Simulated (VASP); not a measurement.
Crystal: Si3Bi2Te3.

```
CELL_PARAMETERS angstrom
6.41136 0.00000 0.00000
-3.20568 5.55240 0.00000
0.00000 0.00000 5.12490
ATOMIC_POSITIONS crystal
Si 0.01255 0.50627 0.50000
Si 0.49373 0.50627 0.50000
Si 0.49373 0.98745 0.50000
Bi 0.00000 0.00000 0.50000
Bi 0.66667 0.33333 0.00000
Te 0.65333 0.82667 0.00000
Te 0.17333 0.82667 0.00000
Te 0.17333 0.34667 0.00000
```

The cell was built by a generator and needn't be a form met in nature.

```yaml
Program: VASP 6.6.1
Task: relaxation of cell and atoms
Functional: PBE
Potentials_or_basis: VASP PAW PBE potentials, release 64 (Si, Bi_d, Te)
Cutoff: 520 eV
k_mesh: 3 × 3 × 3
Occupations: gaussian, width 0.15 eV
Spin: no spin polarisation
```

At the start: pressure 7.3 GPa; volume 22.80 Å³/atom.

Q: Where does the relaxation end?

A: Over 13 steps the energy falls by 147.3 meV/atom and the volume is 26.19 Å³/atom (+14.8 %); space group P-6m2 (No. 187, to 0.05 Å).

The path:
```tsv
step	energy change (eV)	largest force (eV/Å)	pressure (GPa)	volume (Å³)
1	0.0000	0.3980	7.27	182.44
2	-0.4810	0.5586	-2.03	211.08
3	-0.5089	0.5376	-0.63	204.89
4	-0.6249	0.6166	-0.41	204.76
5	-0.7097	0.6837	0.23	204.30
6	-0.7960	0.7135	0.31	205.08
7	-0.9800	0.4007	0.75	207.41
8	-1.1185	0.1884	-0.21	210.78
9	-1.1564	0.1861	-0.85	213.98
10	-1.1572	0.1881	-0.83	213.60
11	-1.1752	0.1292	-0.07	210.04
12	-1.1755	0.1284	0.11	209.35
13	-1.1787	0.0668	0.04	209.49
```

Final structure:
```xyz
8
Lattice="6.5809 0.0000 0.0000 -3.2904 5.6992 0.0000 0.0000 0.0000 5.5855" Properties=species:S:1:pos:R:3 pbc="T T T"
Si   -1.2697    3.0664    2.7928
Si    1.2697    3.0664    2.7928
Si    0.0000    5.2656    2.7928
Bi   -3.2904    5.6992    2.7928
Bi    3.2904    1.8997    0.0000
Te    1.6250    4.7377    5.5855
Te   -1.6250    4.7377    5.5855
Te    0.0000    1.9231    0.0000
```

Caveat: the k mesh is coarse (spacing up to 0.41 Å⁻¹), so the values aren't converged.
